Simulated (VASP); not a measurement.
**Shielding tensors and field gradients of BaLiF3**

What are the shielding tensors of BaLiF3? The cell has space group Pm-3m, a computed entry that need not be the common form of this compound. The start is a computed cell from the Materials Project.

Calculated with VASP 6.6.1; LDA; plane waves and PAW (Ba_sv_GW, F, Li_sv), in the first sound run; inputs show where later runs differ.

This is a report of a sequence of runs, with most program output left out.

## Step 1: The starting structure

The structure is cubic, space group Pm-3m (No. 221). Conventional cell: a = 3.989 Å, b = 3.989 Å, c = 3.989 Å, α = 90.00°, β = 90.00°, γ = 90.00°. Nearest to Ba lie 12 F at 2.82 Å. Nearest to F lie 2 Li at 1.99 Å and 4 Ba at 2.82 Å. Nearest to Li lie 6 F at 1.99 Å. Farther neighbours and most contacts between anions are not listed.

As a file:

```xyz
5
Lattice="3.9886 0.0000 0.0000 0.0000 3.9886 0.0000 0.0000 0.0000 3.9886" Properties=species:S:1:pos:R:3 pbc="T T T"
Ba    0.0000    0.0000    0.0000
F     1.9943    0.0000    1.9943
F     1.9943    1.9943    0.0000
F     0.0000    1.9943    1.9943
Li    1.9943    1.9943    1.9943
```

## Step 2: Ground state

The next steps need an insulator, so the gap is checked first.

INCAR reads:

```
SYSTEM = BaLiF3
PREC = Accurate
ENCUT = 650
EDIFF = 1E-07
NELM = 100
ISMEAR = 0
SIGMA = 0.01
LREAL = .FALSE.
ALGO = Normal
GGA = CA
NBANDS = 23
LORBIT = 11
LWAVE = .FALSE.
LCHARG = .FALSE.
KPAR = 4
```

POSCAR reads:

```
BaLiF3
1.0
    3.9885816400      0.0000000000      0.0000000000
    0.0000000000      3.9885816400      0.0000000000
    0.0000000000      0.0000000000      3.9885816400
Ba F Li
1 3 1
Direct
    0.0000000000      0.0000000000      0.0000000000
    0.5000000000      0.0000000000      0.5000000000
    0.5000000000      0.5000000000      0.0000000000
    0.0000000000      0.5000000000      0.5000000000
    0.5000000000      0.5000000000      0.5000000000
```

KPOINTS reads:

```
Automatic mesh
0
Gamma
5 5 5
0 0 0
```

Potentials, in the order of the species: Ba_sv_GW, F and Li_sv (PBE family, release 64).

On the command line:

```bash
mpirun -np 4 vasp_std
```

Run time: 10 s. Hardware: 4 MPI ranks of AMD EPYC 7R43, shared host; peak memory 0.63 GiB; 39 s of CPU time.

The gap is read on the k-mesh alone, so it is an upper bound where the band edges lie off the mesh. The PAW data sets were made with PBE, though LDA sets exist; this is a small mismatch.

A gap read on the k-mesh alone can miss the band edges.

Numbers from this step:

| Property | Result |
| --- | --- |
| free energy (TOTEN) | -30.86 eV |
| Fermi energy | 0.8264 eV |
| pressure | -6.203 GPa |
| gap on the k-mesh | 6.547 eV |
| least direct gap on the k-mesh | 6.547 eV |

The cell has a gap of 6.55 eV on this mesh and a pressure of -6.2 GPa, which holds the misfit of the given cell and coordinates with this functional, and any error of cutoff, mesh and data sets. Spin-orbit coupling is left out, which can shift or reorder these edges.

## Step 3: Shielding tensors

This step: chemical shifts by linear response (GIPAW), LDA; plane waves and PAW (Ba_sv_GW, F, Li_sv) (VASP 6.6.1).

LCHIMAG computes the induced currents by linear response. It needs tightly converged orbitals and a cutoff well above the default; LEFG adds the field gradients at no cost.

INCAR reads:

```
SYSTEM = BaLiF3
PREC = Accurate
ENCUT = 700
EDIFF = 1E-09
NELM = 100
ISMEAR = 0
SIGMA = 0.01
LREAL = .FALSE.
ALGO = Normal
GGA = CA
NBANDS = 23
LWAVE = .FALSE.
LCHARG = .FALSE.
KPAR = 4
LCHIMAG = .TRUE.
LEFG = .TRUE.
DQ = 0.001
ICHIBARE = 1
LNMR_SYM_RED = .TRUE.
```

POSCAR is that of step 2.

KPOINTS reads:

```
Automatic mesh
0
Gamma
6 6 6
0 0 0
```

Potentials, in the order of the species: Ba_sv_GW, F and Li_sv (LDA family, release 64).

On the command line:

```bash
mpirun -np 4 vasp_std
```

Elapsed: 15 min, on 4 MPI ranks; peak memory 1.8 GiB.

Spin-orbit coupling is left out, which changes shieldings on and beside heavy atoms by much.

This step gave:

```
free energy (TOTEN) : -32.24 eV
Fermi energy        : 0.8015 eV
pressure            : -6.343 GPa
```

Valence and core; the G = 0 term is that of a spherical sample. NMR shielding, by row:

| atom | isotropic shielding (ppm) | span (ppm) | skew | isotropic shielding without the G = 0 term (ppm) |
| --- | --- | --- | --- | --- |
| Ba1 | 5169 | 0 | - | 5157 |
| F2 | 211.1 | 147.2 | -1 | 199.2 |
| F3 | 211.1 | 147.2 | -1 | 199.2 |
| F4 | 211.1 | 147.2 | -1 | 199.2 |
| Li5 | 89.61 | 0 | - | 77.7 |

Ordered as |Vzz| ≥ |Vxx| ≥ |Vyy|, the program's way. Electric field gradients, by row:

| atom | Vxx (V/Å²) | Vyy (V/Å²) | Vzz (V/Å²) | asymmetry |
| --- | --- | --- | --- | --- |
| Ba1 | 0 | 0 | 0 | - |
| F2 | 3.985 | 3.985 | -7.969 | 0 |
| F3 | 3.985 | 3.985 | -7.969 | 0 |
| F4 | 3.985 | 3.985 | -7.969 | 0 |
| Li5 | 0 | 0 | 0 | - |

## Step 4: Summary of results

```json
{
  "Ba, isotropic shielding": "5169.2 ppm",
  "F, isotropic shielding": "211.1 ppm",
  "Li, isotropic shielding": "89.6 ppm"
}
```

At LDA the isotropic shieldings are Ba 5169.2 ppm; F 211.1 ppm; Li 89.6 ppm. The widest tensor is that of F2, with a span (largest less smallest principal value) of 147 ppm. The largest field gradient is Vzz = -7.97 V/Å² at F2. Shifts were not obtained, since a shift is the shielding of a reference compound, computed alike, less these values. The G = 0 term is the part set by the sample's shape, taken here for a sphere. Spin-orbit effects on the shifts of and near heavy atoms are left out. No finer mesh was run, so convergence in it isn't shown. VASP's guide advises NLSPLINE for shieldings, which this input doesn't set; the effect wasn't tested. The cell has space group Pm-3m, a computed entry that need not be the common form of this compound. The given cell is kept, although it stands at -6.3 GPa at LDA and ENCUT = 700 eV, which holds the mismatch of the given cell with this functional, any error of the entry itself and any basis-set error.

[Lines on the potential files, build, host, timing and source positions are cut from VASP's logs without a mark.]

[Logs are printed without paths, hosts, clocks, repeated set-up lines and the standing remarks that a program may print on its own settings, such as how far it seeks lower states.]

[Hosts, paths, dates, database ids (printed as entryN), source tags and the programs' standing remarks are cut or masked in the printed files.]
